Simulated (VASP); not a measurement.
Level of theory: PBEsol GGA, VASP's PBE PAW potentials (set 64) (plane waves; VASP 6.6.1).

Input for VASP

INCAR:
```
SYSTEM = Ni(100) slab
PREC = Normal
ENCUT = 400
EDIFF = 1E-5
NELM = 100
ALGO = Normal
LREAL = .FALSE.
LASPH = .TRUE.
ISMEAR = 1
SIGMA = 0.1
GGA = PS
LMAXMIX = 4
ISPIN = 2
MAGMOM = 0.8 0.8 0.8 0.8 0.8 0.8
LORBIT = 10
LWAVE = .TRUE.
LCHARG = .FALSE.
NELMIN = 4
LDIPOL = .TRUE.
IDIPOL = 3
DIPOL = 0.5 0.5 0.5
IBRION = 2
ISIF = 2
NSW = 50
EDIFFG = -0.03
```

KPOINTS:
```
Regular mesh
0
Gamma
  11 11 1
0 0 0
```

**POSCAR**
```
Ni(100) slab
1.0
  2.4470455194   0.0000000000   0.0000000000
  0.0000000000   2.4470455194   0.0000000000
  0.0000000000   0.0000000000  25.1290001656
Ni
6
Cart
  0.0000000000   1.2235227597   8.2386934783
  1.2235227597   0.0000000000   9.9690261717
  0.0000000000   1.2235227597  11.6993337361
  1.2235227597   0.0000000000  13.4296664295
  0.0000000000   1.2235227597  15.1599739939
  1.2235227597   0.0000000000  16.8903066873
```

POTCAR, in this order: Ni (PBE.64 set). Program: vasp_std.

The resulting files:

File OSZICAR:
```
       N       E                     dE             d eps       ncg     rms          rms(c)
DAV:   1     0.401864762512E+03    0.40186E+03   -0.23752E+04  3192   0.152E+03
DAV:   2    -0.980500960182E+01   -0.41167E+03   -0.39627E+03  3192   0.348E+02
DAV:   3    -0.409910721074E+02   -0.31186E+02   -0.29420E+02  3558   0.136E+02
DAV:   4    -0.416065128479E+02   -0.61544E+00   -0.60967E+00  3440   0.208E+01
DAV:   5    -0.416206692845E+02   -0.14156E-01   -0.14155E-01  4764   0.205E+00    0.259E+01
DAV:   6    -0.439312884971E+02   -0.23106E+01   -0.10010E+02  3434   0.148E+02    0.372E+01
DAV:   7    -0.466473262779E+02   -0.27160E+01   -0.85346E+01  3638   0.182E+02    0.350E+01
DAV:   8    -0.397974961936E+02    0.68498E+01   -0.28399E+01  4628   0.826E+01    0.316E+01
DAV:   9    -0.349709636314E+02    0.48265E+01   -0.13811E+01  4318   0.613E+01    0.137E+01
DAV:  10    -0.358216361703E+02   -0.85067E+00   -0.15071E+01  3938   0.502E+01    0.206E+01
DAV:  11    -0.345131090224E+02    0.13085E+01   -0.64591E+00  3764   0.386E+01    0.513E+00
DAV:  12    -0.346268812822E+02   -0.11377E+00   -0.70503E-01  3450   0.117E+01    0.317E+00
DAV:  13    -0.347496982695E+02   -0.12282E+00   -0.44023E-01  3526   0.675E+00    0.526E+00
DAV:  14    -0.346492496829E+02    0.10045E+00   -0.21557E-01  3392   0.979E+00    0.305E+00
DAV:  15    -0.346582435345E+02   -0.89939E-02   -0.44545E-02  4004   0.231E+00    0.225E+00
DAV:  16    -0.346875336580E+02   -0.29290E-01   -0.19656E-02  3378   0.162E+00    0.262E+00
DAV:  17    -0.347037563632E+02   -0.16223E-01   -0.26676E-02  3976   0.273E+00    0.119E+00
DAV:  18    -0.347064240453E+02   -0.26677E-02   -0.15461E-02  4418   0.129E+00    0.683E-01
DAV:  19    -0.347098089458E+02   -0.33849E-02   -0.13452E-03  3470   0.377E-01    0.743E-01
DAV:  20    -0.347350898675E+02   -0.25281E-01   -0.51390E-03  3398   0.113E+00    0.613E-01
DAV:  21    -0.347585453855E+02   -0.23456E-01   -0.34189E-03  3836   0.496E-01    0.494E-01
DAV:  22    -0.348057648685E+02   -0.47219E-01   -0.16761E-02  3328   0.625E-01    0.352E-01
DAV:  23    -0.348270475008E+02   -0.21283E-01   -0.10118E-02  3338   0.475E-01    0.367E-01
DAV:  24    -0.348335520168E+02   -0.65045E-02   -0.17527E-03  3478   0.539E-01    0.149E-01
DAV:  25    -0.348397494019E+02   -0.61974E-02   -0.11502E-03  4002   0.429E-01    0.907E-02
DAV:  26    -0.348410841861E+02   -0.13348E-02   -0.25315E-04  3350   0.172E-01    0.597E-02
DAV:  27    -0.348422371958E+02   -0.11530E-02   -0.47181E-05  2564   0.743E-02    0.391E-02
DAV:  28    -0.348436267312E+02   -0.13895E-02   -0.10484E-04  2998   0.105E-01    0.408E-02
DAV:  29    -0.348442317476E+02   -0.60502E-03   -0.39669E-05  2588   0.557E-02    0.303E-02
DAV:  30    -0.348449712142E+02   -0.73947E-03   -0.36569E-05  2446   0.550E-02    0.212E-02
DAV:  31    -0.348456246723E+02   -0.65346E-03   -0.33871E-05  2432   0.288E-02    0.952E-03
DAV:  32    -0.348459399799E+02   -0.31531E-03   -0.12634E-05  2176   0.156E-02    0.723E-03
DAV:  33    -0.348461359678E+02   -0.19599E-03   -0.51972E-06  2038   0.153E-02    0.390E-03
DAV:  34    -0.348463083226E+02   -0.17235E-03   -0.35922E-06  2016   0.170E-02    0.706E-03
DAV:  35    -0.348463935756E+02   -0.85253E-04   -0.16674E-06  1902   0.148E-02    0.258E-03
DAV:  36    -0.348464308336E+02   -0.37258E-04   -0.45395E-07  1890   0.412E-03    0.189E-03
DAV:  37    -0.348464458622E+02   -0.15029E-04   -0.18247E-07  1824   0.266E-03    0.163E-03
DAV:  38    -0.348464493810E+02   -0.35189E-05   -0.86452E-08  1836   0.270E-03
   1 F= -.34846449E+02 E0= -.34847923E+02  d E =-.348464E+02  mag=     3.9206
       N       E                     dE             d eps       ncg     rms          rms(c)
DAV:   1    -0.348568117124E+02   -0.10366E-01   -0.59776E+00  3192   0.125E+01    0.606E-01
DAV:   2    -0.348782879500E+02   -0.21476E-01   -0.13819E-01  4152   0.537E+00    0.239E+00
DAV:   3    -0.348684732354E+02    0.98147E-02   -0.14539E-01  3608   0.618E+00    0.140E+00
DAV:   4    -0.348690403120E+02   -0.56708E-03   -0.38078E-02  3686   0.389E+00    0.105E+00
DAV:   5    -0.348651496831E+02    0.38906E-02   -0.12340E-02  3560   0.271E+00    0.224E-01
DAV:   6    -0.348649117401E+02    0.23794E-03   -0.14182E-03  3350   0.374E-01    0.145E-01
DAV:   7    -0.348649034432E+02    0.82969E-05   -0.83277E-04  4144   0.595E-01    0.170E-01
DAV:   8    -0.348648815964E+02    0.21847E-04   -0.20222E-04  3564   0.312E-01    0.801E-02
DAV:   9    -0.348649074263E+02   -0.25830E-04   -0.57308E-05  2154   0.119E-01    0.122E-02
DAV:  10    -0.348649460583E+02   -0.38632E-04   -0.12127E-05  2048   0.291E-02    0.491E-03
DAV:  11    -0.348649780380E+02   -0.31980E-04   -0.42153E-06  1896   0.297E-02    0.799E-03
DAV:  12    -0.348649918442E+02   -0.13806E-04   -0.75900E-07  1776   0.104E-02    0.529E-03
DAV:  13    -0.348650185629E+02   -0.26719E-04   -0.40092E-07  1836   0.636E-03    0.188E-03
DAV:  14    -0.348650361032E+02   -0.17540E-04   -0.22618E-07  1818   0.396E-03    0.110E-03
DAV:  15    -0.348650599301E+02   -0.23827E-04   -0.16097E-07  1842   0.268E-03    0.104E-03
DAV:  16    -0.348650893861E+02   -0.29456E-04   -0.28072E-07  1910   0.203E-03    0.948E-04
DAV:  17    -0.348650993275E+02   -0.99414E-05   -0.11987E-07  1866   0.149E-03
   2 F= -.34865099E+02 E0= -.34866252E+02  d E =-.186499E-01  mag=     3.9209
       N       E                     dE             d eps       ncg     rms          rms(c)
DAV:   1    -0.348654263840E+02   -0.33700E-03   -0.13893E+00  3192   0.603E+00    0.298E-01
DAV:   2    -0.348717953945E+02   -0.63690E-02   -0.39581E-02  4296   0.296E+00    0.138E+00
DAV:   3    -0.348677140981E+02    0.40813E-02   -0.38888E-02  3682   0.318E+00    0.599E-01
DAV:   4    -0.348684377730E+02   -0.72367E-03   -0.90692E-03  3776   0.196E+00    0.556E-01
DAV:   5    -0.348673639620E+02    0.10738E-02   -0.32723E-03  3582   0.139E+00    0.106E-01
DAV:   6    -0.348672961701E+02    0.67792E-04   -0.37029E-04  3700   0.173E-01    0.837E-02
DAV:   7    -0.348672930483E+02    0.31219E-05   -0.26773E-04  3558   0.358E-01    0.738E-02
DAV:   8    -0.348672954942E+02   -0.24459E-05   -0.35972E-05  2182   0.139E-01
   3 F= -.34867295E+02 E0= -.34868265E+02  d E =-.208461E-01  mag=     3.9210
       N       E                     dE             d eps       ncg     rms          rms(c)
DAV:   1    -0.348677694227E+02   -0.47637E-03   -0.40049E-01  3192   0.322E+00    0.173E-01
DAV:   2    -0.348701479395E+02   -0.23785E-02   -0.12397E-02  4060   0.223E+00    0.746E-01
DAV:   3    -0.348683594478E+02    0.17885E-02   -0.94861E-03  3716   0.205E+00    0.261E-01
DAV:   4    -0.348688273284E+02   -0.46788E-03   -0.50389E-03  4752   0.108E+00    0.468E-01
DAV:   5    -0.348682730055E+02    0.55432E-03   -0.23497E-03  3752   0.794E-01    0.649E-02
DAV:   6    -0.348682717680E+02    0.12375E-05   -0.11142E-04  3636   0.110E-01    0.470E-02
DAV:   7    -0.348682699260E+02    0.18420E-05   -0.80748E-05  3150   0.184E-01
   4 F= -.34868270E+02 E0= -.34869226E+02  d E =-.974432E-03  mag=     3.9210
```

OUTCAR:
```
------------------------ aborting loop because EDIFF is reached ----------------------------------------
  FORCE on cell =-STRESS in cart. coord.  units (eV):
  Direction    XX          YY          ZZ          XY          YZ          ZX
  --------------------------------------------------------------------------------------
  Total       -2.1717094     -2.1717094     -0.6052332      0.0000000     -0.0000000      0.0000000
  in kB      -23.1234694    -23.1234694     -6.4442747      0.0000000     -0.0000000      0.0000000
  external PRESSURE =     -17.5637378 kB  Pullay stress =       0.0000000 kB
  volume of cell :      150.47
      direct lattice vectors                 reciprocal lattice vectors
     2.447045519  0.000000000  0.000000000     0.408656068  0.000000000  0.000000000
     0.000000000  2.447045519  0.000000000     0.000000000  0.408656068  0.000000000
     0.000000000  0.000000000 25.129000166     0.000000000  0.000000000  0.039794659
 POSITION                                       TOTAL-FORCE (eV/Angst)
 -----------------------------------------------------------------------------------
      2.44705      1.22352      8.26658         0.000000      0.000000      0.023026
      1.22352      0.00000      9.94018        -0.000000      0.000000      0.023122
      2.44705      1.22352     11.69499         0.000000      0.000000     -0.014508
      1.22352      0.00000     13.43401         0.000000      0.000000      0.014508
      2.44705      1.22352     15.18882         0.000000      0.000000     -0.023122
      1.22352      2.44705     16.86242        -0.000000      0.000000     -0.023026
 -----------------------------------------------------------------------------------
    total drift:                                0.000000      0.000000      0.000000
  FREE ENERGIE OF THE ION-ELECTRON SYSTEM (eV)
  ---------------------------------------------------
  free  energy   TOTEN  =       -34.8682699260 eV

  energy  without entropy=      -34.8711374285  energy(sigma->0) =      -34.86922576

 total charge

# of ion       s       p       d       tot
------------------------------------------
    1        0.499   0.388   8.328   9.215
    2        0.523   0.556   8.333   9.412
    3        0.518   0.539   8.330   9.386
    4        0.518   0.539   8.330   9.386
    5        0.523   0.556   8.333   9.412
    6        0.499   0.388   8.328   9.215
--------------------------------------------------
tot          3.080   2.965  49.982  56.027

 magnetization (x)

# of ion       s       p       d       tot
------------------------------------------
    1       -0.003  -0.019   0.746   0.725
    2       -0.007  -0.025   0.675   0.642
    3       -0.007  -0.024   0.651   0.620
    4       -0.007  -0.024   0.651   0.620
    5       -0.007  -0.025   0.675   0.642
    6       -0.003  -0.019   0.746   0.725
--------------------------------------------------
tot         -0.033  -0.137   4.145   3.974

 reached required accuracy - stopping structural energy minimisation
```
(Selected blocks of OUTCAR.)

File CONTCAR:
```
Ni(100) slab
   1.00000000000000
     2.4470455194000000    0.0000000000000000    0.0000000000000000
     0.0000000000000000    2.4470455194000000    0.0000000000000000
     0.0000000000000000    0.0000000000000000   25.1290001656000008
  Ni
     6
Direct
     1.0000000000000000    0.5000000000000000    0.3289656147282031
     0.5000000000000000    0.0000000000000000    0.3955662200100595
     1.0000000000000000    0.5000000000000000    0.4653982120731346
     0.5000000000000000    0.0000000000000000    0.5346017879268654
     1.0000000000000000    0.5000000000000000    0.6044337799899404
     0.5000000000000000    1.0000000000000000    0.6710343852717968
```

The cell is a thin slab with vacuum, built from Ni (fcc): (100) face.
